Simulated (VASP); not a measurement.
Input:

```yaml
crystal:
  lattice:
    - [2.58972, 0.00000, 0.00000]
    - [0.00000, 2.58972, 0.00000]
    - [0.00000, 0.00000, 2.58972]
  atoms:
    - { symbol: Cu, position: [0.00000, 0.00000, 0.00000] }
    - { symbol: O, position: [0.50000, 0.50000, 0.50000] }
```

The numbers are results of PBEsol GGA, VASP's PBE PAW potentials (set 64) (plane waves; VASP), not measurements. Run with 520 eV cut-off, 16×16×16 Γ-centred mesh, tetrahedra with Blöchl corrections, potentials Cu O.

**Question.** Estimate the energy per atom (σ→0), band gap (on the k-mesh) with the smallest direct gap where there is one.

**Answer.** 
```
Property                                                     Value
------------------------  ----------------------------------------
band gap (on the k-mesh)  none (metal, semimetal or under 0.01 eV)
energy per atom (σ→0)                               -4.779 eV/atom
```

Total energies compare only between runs with the same potentials, cut-off and functional.

The structure was generated: CuO was put into the CsCl type (Pm-3m), which need not be its known phase. It was relaxed first, which changed the volume by +50 %. The electron count is odd and the run is not spin-polarised, which forces a metal.
